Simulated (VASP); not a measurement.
The system is Sc.

```xyz
2
Lattice="3.2912 0.0000 0.0000 -1.6456 2.8503 0.0000 0.0000 0.0000 5.3326" Properties=species:S:1:pos:R:3 pbc="T T T"
Sc    0.0000    1.9002    1.3331
Sc    1.6456    0.9501    3.9994
```

- Program: VASP 6.6.1
- Task: relaxation of cell and atoms
- Functional: LDA
- Potentials or basis: VASP PAW LDA potentials, release 64 (Sc_sv)
- Cutoff: 600 eV
- k mesh: 15 × 15 × 8
- Occupations: gaussian, width 0.1 eV
- Spin: no spin polarisation

At the start: pressure -5.2 GPa; volume 25.01 Å³/atom.

Task: Where does the relaxation end?

Result: Over 8 steps the energy falls by 50.9 meV/atom and the volume is 22.57 Å³/atom (-9.8 %); space group P6_3/mmc (No. 194, to 0.05 Å).

Step by step:
| step | energy change (eV) | largest force (eV/Å) | pressure (GPa) | volume (Å³) |
| --- | --- | --- | --- | --- |
| 1 | 0.0000 | 0.0000 | -5.23 | 50.02 |
| 2 | -0.0939 | 0.0000 | 1.20 | 44.34 |
| 3 | -0.0956 | 0.0000 | 0.31 | 44.96 |
| 4 | -0.1007 | 0.0000 | 0.16 | 45.03 |
| 5 | -0.1019 | 0.0000 | 0.08 | 45.07 |
| 6 | -0.1019 | 0.0000 | 0.08 | 45.08 |
| 7 | -0.1019 | 0.0000 | -0.04 | 45.15 |
| 8 | -0.1019 | 0.0000 | 0.00 | 45.13 |

Final structure:
```
Sc
1.0
     3.23195    0.00000    0.00000
    -1.61597    2.79895    0.00000
     0.00000    0.00000    4.98915
Sc
2
Direct
  0.33333 0.66667 0.25000
  0.66667 0.33333 0.75000
```
